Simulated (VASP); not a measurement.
Output of a VASP run:

File OSZICAR:
```
       N       E                     dE             d eps       ncg     rms          rms(c)
DAV:   1     0.273010638023E+03    0.27301E+03   -0.19351E+04  1136   0.112E+03
DAV:   2     0.208905926605E+01   -0.27092E+03   -0.26317E+03  1168   0.355E+02
DAV:   3    -0.606848451597E+01   -0.81575E+01   -0.80597E+01  1224   0.697E+01
DAV:   4    -0.609258846111E+01   -0.24104E-01   -0.24098E-01  1188   0.335E+00
DAV:   5    -0.609266942737E+01   -0.80966E-04   -0.80965E-04  1216   0.184E-01    0.609E+00
DAV:   6    -0.586918527073E+01    0.22348E+00   -0.58619E-01  1172   0.718E+00    0.501E+00
DAV:   7    -0.583689741612E+01    0.32288E-01   -0.66982E-02  1164   0.179E+00    0.202E+00
DAV:   8    -0.583299076774E+01    0.39066E-02   -0.74583E-03  1172   0.102E+00    0.130E-01
DAV:   9    -0.583300345084E+01   -0.12683E-04   -0.19208E-05  1240   0.398E-02    0.504E-02
DAV:  10    -0.583301049219E+01   -0.70414E-05   -0.13176E-05  1168   0.345E-02    0.886E-03
DAV:  11    -0.583301042213E+01    0.70067E-07   -0.58289E-07   640   0.682E-03
   1 F= -.58330104E+01 E0= -.58319071E+01  d E =-.330984E-02
```

### OUTCAR
```
------------------------ aborting loop because EDIFF is reached ----------------------------------------
  FORCE on cell =-STRESS in cart. coord.  units (eV):
  Direction    XX          YY          ZZ          XY          YZ          ZX
  --------------------------------------------------------------------------------------
  Total       -3.5764853     -3.5764859     -3.7833364     -0.0000013      0.0000000      0.0000000
  in kB      -63.0535028    -63.0535131    -66.7002912     -0.0000228      0.0000000      0.0000000
  external PRESSURE =     -64.2691024 kB  Pullay stress =       0.0000000 kB
  volume of cell :       90.88
      direct lattice vectors                 reciprocal lattice vectors
     3.194988000  0.000000000  0.000000000     0.312990221  0.180704860  0.000000000
    -1.597493000  2.766941000  0.000000000     0.000000000  0.361409947  0.000000000
     0.000000000  0.000000000 10.279895000     0.000000000  0.000000000  0.097277258
 POSITION                                       TOTAL-FORCE (eV/Angst)
 -----------------------------------------------------------------------------------
      0.00000      0.00000      0.00000         0.000000      0.000000      0.000000
      0.00000      0.00000      5.13995         0.000000      0.000000      0.000000
     -0.00000      1.84463      2.56997         0.000000     -0.000000     -0.000000
      1.59750      0.92231      7.70992        -0.000000      0.000000      0.000000
 -----------------------------------------------------------------------------------
    total drift:                                0.000000     -0.000000      0.000000
  FREE ENERGIE OF THE ION-ELECTRON SYSTEM (eV)
  ---------------------------------------------------
  free  energy   TOTEN  =        -5.8330104221 eV

  energy  without entropy=       -5.8297005788  energy(sigma->0) =       -5.83190714
```
(Selected blocks of OUTCAR.)

File POSCAR:
```
Cd
1
    3.1949880000     0.0000000000     0.0000000000
   -1.5974930000     2.7669410000     0.0000000000
    0.0000000000     0.0000000000    10.2798950000
Cd
4
Direct
  0.0000000000   0.0000000000   0.0000000000
  0.0000000000   0.0000000000   0.5000000000
  0.3333330000   0.6666670000   0.2500000000
  0.6666670000   0.3333330000   0.7500000000
```

Question: Reconstruct the remaining input files.

Answer: This is not unique; one that fits is the input of the run itself, LDA (Ceperley-Alder, Perdew-Zunger), plane waves, VASP's LDA PAW potentials (set 64).

**KPOINTS**
```
K-points
0
G
  8 8 3
```

INCAR:
```
# general
SYSTEM =Cd
PREC   =Accurate
ENCUT  =300
LREAL  =.FALSE.
LASPH  =.TRUE.

# electronic loop
EDIFF  =1E-6
NELM   =100
ALGO   =Normal
LMAXMIX=4

# smearing
ISMEAR =1
SIGMA  =0.1

# ions
ISIF   =2

# output
LWAVE  =.FALSE.
LCHARG =.FALSE.
```

POTCAR, in this order: Cd (LDA.64 set). Program: vasp_std.

At this cut-off the stress carries a Pulay error, which pulls relaxed volumes low.

The structure was generated: Cd was put into an ordered model structure, which need not be its known phase. The cell was not relaxed at this level.
